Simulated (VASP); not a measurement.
Here is a VASP 6.6.1 calculation.

Contents of INCAR:

```
  ALGO = Fast
  EDIFF = 1E-7
  ENCUT = 520
  GGA = PE
  ISIF = 2
  ISMEAR = 0
  LASPH = True
  LCHARG = False
  LREAL = False
  LWAVE = False
  NBANDS = 28
  NELM = 100
  PREC = Accurate
  SIGMA = 0.1
```

KPOINTS

```
k-points
0
Gamma
  6 6 4
```

The input POSCAR:

```
Rb4P
1.0
    5.8658525512      0.0000000000      0.0000000000
    0.0000000000      5.8658525512      0.0000000000
    0.0000000000      0.0000000000      8.7727177049
Rb P
4 1
Direct
    0.5000000000      0.0000000000      0.2157107253
    0.0000000000      0.5000000000      0.7842892747
    0.5000000000      0.0000000000      0.7842892747
    0.0000000000      0.5000000000      0.2157107253
    0.0000000000      0.0000000000      0.0000000000
```

Potentials or basis: VASP PAW PBE potentials, release 64 (Rb_sv, P).

Launch:

```console
$ cat potpaw_PBE.64/Rb_sv/POTCAR potpaw_PBE.64/P/POTCAR > POTCAR
$ mpirun -np 1 vasp_std > vasp.out
```

Q: What does it give for the largest force?

A: 0.011 eV/Å.

Q: Predict the pressure.

A: 0.0 GPa.

Forces on the atoms (eV/Å):
```
Rb   0.000  0.000  0.011
Rb   0.000  0.000 -0.011
Rb   0.000  0.000 -0.011
Rb   0.000  0.000  0.011
P    0.000  0.000  0.000
```
